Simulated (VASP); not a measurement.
**Input and output of a VASP PBE with spin–orbit coupling single-point calculation on Sr2C (antifluorite)**

INCAR

```
GGA = PE
SIGMA = 0.02
IBRION = -1
EDIFF = 1E-7
LSORBIT = .TRUE.
NELM = 120
NSW = 0
ISMEAR = -1
PREC = Accurate
GGA_COMPAT = .FALSE.
ENCUT = 520
ISIF = 2
LASPH = .TRUE.
LREAL = .FALSE.
NBANDS = 35
MAGMOM = 0.0 0.0 0.0 0.0 0.0 0.0 0.0 0.0 0.0
LWAVE = .FALSE.
LCHARG = .FALSE.
```

KPOINTS

```
KPOINTS created by Atomic Simulation Environment
0
Gamma
6 6 6
0 0 0
```

KPOINTS_OPT

```
special points
6
Reciprocal
0.0000000000 0.0000000000 0.0000000000 1
0.5000000000 0.0000000000 0.5000000000 1
0.5000000000 0.2500000000 0.7500000000 1
0.3750000000 0.3750000000 0.7500000000 1
0.5000000000 0.5000000000 0.5000000000 1
0.6250000000 0.2500000000 0.6250000000 1
```

POSCAR

```
C  Sr
 1.0000000000000000
     0.0000000000000000    3.3601424488749654    3.3601424488749654
     3.3601424488749654    0.0000000000000000    3.3601424488749654
     3.3601424488749654    3.3601424488749654   -0.0000000000000000
 C   Sr
   1   2
Cartesian
 -0.0000000000000000 -0.0000000000000000 -0.0000000000000000
  1.6800712244374825  1.6800712244374825  1.6800712244374825
  5.0402136733124472  5.0402136733124472  5.0402136733124472
```

VASP ran with the recommended PBE PAW datasets (24 valence electrons in the cell).

Command

```
mpirun -np 1 vasp_ncl
```

OSZICAR

```
N       E                     dE             d eps       ncg     rms          rms(c)
DAV:   1     0.139460625267E+03    0.13946E+03   -0.11455E+04  1120   0.126E+03
DAV:   2    -0.976050522599E+00   -0.14044E+03   -0.13318E+03  1326   0.288E+02
DAV:   3    -0.135224432484E+02   -0.12546E+02   -0.12420E+02  1712   0.661E+01
DAV:   4    -0.141392296457E+02   -0.61679E+00   -0.61528E+00  1698   0.140E+01
DAV:   5    -0.141589697426E+02   -0.19740E-01   -0.19737E-01  1596   0.202E+00    0.279E+01
DAV:   6    -0.111617350640E+02    0.29972E+01   -0.21840E+01  1284   0.151E+01    0.282E+01
DAV:   7    -0.108589199598E+02    0.30282E+00   -0.27368E+00  1421   0.617E+00    0.166E+01
DAV:   8    -0.107988583606E+02    0.60062E-01   -0.25964E-01  1279   0.294E+00    0.100E+00
DAV:   9    -0.107993234943E+02   -0.46513E-03   -0.24945E-02  1703   0.515E-01    0.478E-01
DAV:  10    -0.107993303695E+02   -0.68752E-05   -0.80426E-04  1514   0.129E-01    0.263E-01
DAV:  11    -0.107995398902E+02   -0.20952E-03   -0.60338E-04  1530   0.147E-01    0.709E-02
DAV:  12    -0.107995253164E+02    0.14574E-04   -0.13396E-04  1428   0.438E-02    0.196E-02
DAV:  13    -0.107995249932E+02    0.32316E-06   -0.13757E-05  1536   0.185E-02    0.823E-03
DAV:  14    -0.107995267629E+02   -0.17697E-05   -0.40298E-06  1668   0.106E-02    0.504E-03
DAV:  15    -0.107995265056E+02    0.25721E-06   -0.17401E-06  1159   0.429E-03    0.258E-03
DAV:  16    -0.107995262079E+02    0.29773E-06   -0.36860E-07  1181   0.258E-03    0.733E-04
DAV:  17    -0.107995261427E+02    0.65250E-07   -0.27878E-08   876   0.110E-03
   1 F= -.10799526E+02 E0= -.10798846E+02  d E =-.136040E-02  mag=     0.0000    -0.0000     0.0000
       N       E                     dE             ncg
DAV:   1    -0.832353777074E+03   -0.43409E+04      420
DAV:   2    -0.162709732262E+04   -0.79474E+03      494
DAV:   3    -0.169918162356E+04   -0.72084E+02      685
DAV:   4    -0.170270375956E+04   -0.35221E+01      616
DAV:   5    -0.170286029416E+04   -0.15653E+00      634
DAV:   6    -0.170286253444E+04   -0.22403E-02      629
DAV:   7    -0.170286259771E+04   -0.63266E-04      639
DAV:   8    -0.170286259946E+04   -0.17460E-05      536
DAV:   9    -0.170286259951E+04   -0.59666E-07      479
```

From OUTCAR

```
k-points           NKPTS =     16   k-points in BZ     NKDIM =     16   number of bands    NBANDS=     35

   NELECT =      24.0000    total number of electrons

   dimension x,y,z NGX =    36 NGY =   36 NGZ =   36
   dimension x,y,z NGXF=    72 NGYF=   72 NGZF=   72

  energy-cutoff  :      520.00
  volume of cell :       75.88
      direct lattice vectors                 reciprocal lattice vectors
     0.000000000  3.360142449  3.360142449    -0.148803215  0.148803215  0.148803215
     3.360142449  0.000000000  3.360142449     0.148803215 -0.148803215  0.148803215
     3.360142449  3.360142449  0.000000000     0.148803215  0.148803215 -0.148803215

 k-points in reciprocal lattice and weights: KPOINTS created by Atomic Simulation Env
   0.00000000  0.00000000  0.00000000       0.005
   0.16666667  0.00000000  0.00000000       0.037
   0.33333333  0.00000000  0.00000000       0.037
   0.50000000  0.00000000  0.00000000       0.019
   0.16666667  0.16666667  0.00000000       0.028
   0.33333333  0.16666667  0.00000000       0.111
   0.50000000  0.16666667  0.00000000       0.111
  -0.33333333  0.16666667  0.00000000       0.111
   ...

 E-fermi :   2.9748

 k-point     1 :       0.0000    0.0000    0.0000
  band No.  band energies     occupation
      1     -32.3899      1.00000
      2     -32.3899      1.00000
      3     -32.1200      1.00000
      4     -32.1200      1.00000
      5     -15.3751      1.00000
      6     -15.3751      1.00000
      7     -14.7769      1.00000
      8     -14.7769      1.00000
      9     -14.2984      1.00000
     10     -14.2984      1.00000
     11     -14.2984      1.00000
     12     -14.2984      1.00000
     13     -13.6218      1.00000
     14     -13.6218      1.00000
     15     -13.6218      1.00000
     16     -13.6218      1.00000
     17      -5.2740      1.00000
     18      -5.2740      1.00000
     19       1.5819      1.00000
     20       1.5819      1.00000
     21       1.5819      1.00000
     22       1.5819      1.00000
     23       1.5822      1.00000
     24       1.5822      1.00000
     25       2.8908      0.98525
     26       2.8908      0.98525
     27       4.2794      0.00000
     28       4.2794      0.00000
     29       4.2794      0.00000
     30       4.2794      0.00000
     31       8.0964      0.00000
     32       8.1049      0.00000
     33       8.1342      0.00000
     34       8.1342      0.00000
     35       8.1342      0.00000

 k-point     2 :       0.1667    0.0000    0.0000
  band No.  band energies     occupation
      1     -32.3713      1.00000
      2     -32.3713      1.00000
      3     -32.1376      1.00000
      4     -32.1376      1.00000
      5     -15.3453      1.00000
      6     -15.3453      1.00000
      7     -14.8308      1.00000
      8     -14.8308      1.00000
      9     -14.2712      1.00000
     10     -14.2712      1.00000
     11     -14.2609      1.00000
     12     -14.2609      1.00000
     13     -13.6948      1.00000
     14     -13.6948      1.00000
     15     -13.6758      1.00000
     16     -13.6758      1.00000
     17      -5.1340      1.00000
     18      -5.1340      1.00000
     19       1.1875      1.00000
     20       1.1875      1.00000
     21       1.7555      1.00000
     22       1.7555      1.00000
     23       1.7608      1.00000
     24       1.7608      1.00000
     25       3.9673      0.00000
     26       3.9673      0.00000
     27       4.5071      0.00000
     28       4.5071      0.00000
     29       4.5170      0.00000
     30       4.5170      0.00000
     31       7.1643      0.00000
     32       7.1643      0.00000
     33       8.0031      0.00000
     34       8.0177      0.00000
     35       8.0216      0.00000

 k-point     3 :       0.3333    0.0000    0.0000
  band No.  band energies     occupation
      1     -32.3209      1.00000
      2     -32.3209      1.00000
      3     -32.1859      1.00000
      4     -32.1859      1.00000
      5     -15.2584      1.00000
      6     -15.2584      1.00000
      7     -14.9655      1.00000
      8     -14.9655      1.00000
      9     -14.1884      1.00000
     10     -14.1884      1.00000
     11     -14.1533      1.00000
     12     -14.1533      1.00000
     13     -13.8654      1.00000
     14     -13.8654      1.00000
     15     -13.8164      1.00000
     16     -13.8164      1.00000
     17      -4.8737      1.00000
     18      -4.8737      1.00000
     19       1.1600      1.00000
     20       1.1600      1.00000
     21       2.1537      1.00000
     22       2.1537      1.00000
     23       2.1741      1.00000
     24       2.1741      1.00000
     25       5.1088      0.00000
     26       5.1088      0.00000
     27       5.1421      0.00000
     28       5.1421      0.00000
     29       5.1590      0.00000
     30       5.1590      0.00000
     31       6.5338      0.00000
     32       6.5338      0.00000
     33       7.5924      0.00000
     34       7.5988      0.00000
     35       7.6020      0.00000

 k-point     4 :       0.5000    0.0000    0.0000
  band No.  band energies     occupation
      1     -32.2529      1.00000
      2     -32.2529      1.00000
      3     -32.2528      1.00000
      4     -32.2528      1.00000
      5     -15.1271      1.00000
      6     -15.1271      1.00000
      7     -15.1208      1.00000
      8     -15.1208      1.00000
      9     -14.0602      1.00000
     10     -14.0602      1.00000
     11     -14.0355      1.00000
     12     -14.0355      1.00000
     13     -13.9986      1.00000
     14     -13.9986      1.00000
     15     -13.9875      1.00000
     16     -13.9875      1.00000
     17      -4.7543      1.00000
     18      -4.7543      1.00000
     19       1.3513      1.00000
     20       1.3513      1.00000
     21       2.3896      1.00000
     22       2.3896      1.00000
     23       2.4207      1.00000
     24       2.4207      1.00000
     25       4.9668      0.00000
     26       4.9668      0.00000
     27       5.6640      0.00000
     28       5.6640      0.00000
     29       5.6937      0.00000
     30       5.6937      0.00000
     31       6.5660      0.00000
     32       6.5660      0.00000
     33       7.3918      0.00000
     34       7.4010      0.00000
     35       7.4574      0.00000

 k-point     5 :       0.1667    0.1667    0.0000
  band No.  band energies     occupation
      1     -32.3666      1.00000
      2     -32.3666      1.00000
      3     -32.1417      1.00000
      4     -32.1417      1.00000
      5     -15.3474      1.00000
      6     -15.3474      1.00000
      7     -14.8601      1.00000
      8     -14.8601      1.00000
      9     -14.3391      1.00000
     10     -14.3391      1.00000
     11     -14.1661      1.00000
     12     -14.1661      1.00000
     13     -13.7864      1.00000
     14     -13.7864      1.00000
     15     -13.5967      1.00000
     16     -13.5967      1.00000
     17      -5.0951      1.00000
     18      -5.0951      1.00000
     19       0.9633      1.00000
     20       0.9633      1.00000
     21       1.9127      1.00000
     22       1.9127      1.00000
     23       1.9272      1.00000
     24       1.9272      1.00000
     25       4.2130      0.00000
     26       4.2130      0.00000
     27       4.4801      0.00000
     28       4.4801      0.00000
     29       4.5267      0.00000
     30       4.5267      0.00000
     31       7.6323      0.00000
     32       7.6336      0.00000
     33       7.6543      0.00000
     34       7.6586      0.00000
     35       7.6626      0.00000

 k-point     6 :       0.3333    0.1667    0.0000
  band No.  band energies     occupation
      1     -32.3310      1.00000
      2     -32.3310      1.00000
      3     -32.1752      1.00000
      4     -32.1752      1.00000
      5     -15.3056      1.00000
      6     -15.3056      1.00000
      7     -14.9872      1.00000
      8     -14.9872      1.00000
      9     -14.3361      1.00000
     10     -14.3361      1.00000
     11     -14.0161      1.00000
     12     -14.0161      1.00000
     13     -13.9320      1.00000
     14     -13.9320      1.00000
     15     -13.6373      1.00000
     16     -13.6373      1.00000
     17      -4.8910      1.00000
     18      -4.8910      1.00000
     19       0.9341      1.00000
     20       0.9341      1.00000
     21       2.2050      1.00000
     22       2.2050      1.00000
     23       2.3041      1.00000
     24       2.3041      1.00000
     25       4.3878      0.00000
     26       4.3878      0.00000
     27       4.9030      0.00000
     28       4.9030      0.00000
     29       5.5403      0.00000
     30       5.5403      0.00000
     31       6.9959      0.00000
     32       6.9959      0.00000
     33       7.2303      0.00000
     34       7.2326      0.00000
     35       7.3423      0.00000

 ...

  Total        0.2583239      0.2583239      0.2583239     -0.0000000      0.0000000     -0.0000000
  in kB        5.4547159      5.4547159      5.4547159     -0.0000000      0.0000000     -0.0000000
  external PRESSURE =       5.4547159 kB  Pullay stress =       0.0000000 kB

 POSITION                                       TOTAL-FORCE (eV/Angst)
 -----------------------------------------------------------------------------------
      0.00000      0.00000      0.00000         0.000000     -0.000000     -0.000000
      1.68007      1.68007      1.68007        -0.000000     -0.000000     -0.000000
      5.04021      5.04021      5.04021         0.000000      0.000000      0.000000
 -----------------------------------------------------------------------------------
    total drift:                                0.000000      0.000000      0.000000

  FREE ENERGIE OF THE ION-ELECTRON SYSTEM (eV)
  ---------------------------------------------------
  free  energy   TOTEN  =       -10.7995261427 eV

  energy  without entropy=      -10.7981657452  energy(sigma->0) =      -10.79884594
```

```json
{
  "gap between bands v and c": "-0.07 eV (bands overlap: a metal)",
  "least direct gap": "0.06 eV"
}
```

Band v is the last that the valence electrons fill when counted band by band, and c is the next.

The run took about 2.8 min on one core of a shared host (Intel Xeon Platinum 8488C) and held 0.42 GiB at most.
